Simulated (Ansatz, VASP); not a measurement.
**Two plane-wave programs on CsLi2**

The input INCAR:

```
PREC = Accurate
ENCUT = 600
EDIFF = 1E-6
ISMEAR = -1
SIGMA = 0.05
LREAL = False
LASPH = True
NELM = 80
ALGO = Fast
ISIF = 3
LWAVE = False
LCHARG = False
GGA = PE
IBRION = 2
NSW = 60
EDIFFG = -0.02
```

Contents of KPOINTS:

```
Automatic mesh
0
Gamma
  8 8 3
```

POSCAR

```
CsLi2
1.0
    3.9663300000      0.0000000000      0.0000000000
   -1.9831700000      3.4349500000      0.0000000000
    0.0000000000      0.0000000000     10.0283800000
Cs Li
1 2
Direct
    0.0000000000      0.0000000000      0.0000000000
    0.3333300000      0.6666700000      0.3486300000
    0.3333300000      0.6666700000      0.6513700000
```

Contents of input.yaml:

```yaml
crystal:
  lattice:
    - [3.96633, 0.0, 0.0]
    - [-1.98317, 3.43495, 0.0]
    - [0.0, 0.0, 10.02838]
  atoms:
    - { symbol: Cs, position: [0.0, 0.0, 0.0] }
    - { symbol: Li, position: [0.33333, 0.66667, 0.34863] }
    - { symbol: Li, position: [0.33333, 0.66667, 0.65137] }
hamiltonian:
  xc: pbe
  pseudopotentials: { kind: paw }
kpoints:
  mp_grid: { grid: [8, 8, 3] }
scf:
  occupations: { method: fermi_dirac, width: 0.05 }
output:
  forces: true
  stress: true
  eigenvalues: true
  write_density: true
  write_potential: true
  elf: true
  volumetric_format: npy
relax:
  f_tol: 0.01
  max_steps: 40
  cell: { stress_tol: 0.05 }
```

The cell was built by a generator and needn't be a form met in nature.

Alike in both runs: task relaxation of cell and atoms; functional PBE; k mesh 8 × 8 × 3; occupations fermi-dirac, width 0.05 eV; no spin polarisation.

|  | VASP | Ansatz |
| --- | --- | --- |
| version | VASP 6.6.1 | Ansatz 0.2.0 |
| potentials or method | VASP PAW PBE potentials, release 64 (Cs_sv_GW, Li_GW) | Ansatz PAW |
| plane-wave cutoff (eV) | 600 | 420 |
| valence electrons in the cell | 11 | 15 |

Ansatz gave:

| Property | Result |
| --- | --- |
| gap on the k mesh at the Fermi level, each at its own relaxed structure (eV) | none |
| relaxed volume (Å³/atom) | 45.48 |
| relaxed cell length with the largest relative difference (Å) | 9.940 |

Task: What did VASP give for the same quantities?

Result: gap on the k mesh at the Fermi level, each at its own relaxed structure (eV): none; relaxed volume (Å³/atom): 45.38; relaxed cell length with the largest relative difference (Å): 9.971.

A gap of «none» marks a metal or a gap that the smearing closes. The two sets of potentials don't hold the same shells in valence.

Caveats: the plane-wave basis is chosen anew once the cell has moved, so the energies of steps on either side of that aren't comparable (Ansatz). The runs have no spin-orbit coupling, so splittings on Cs are missing.
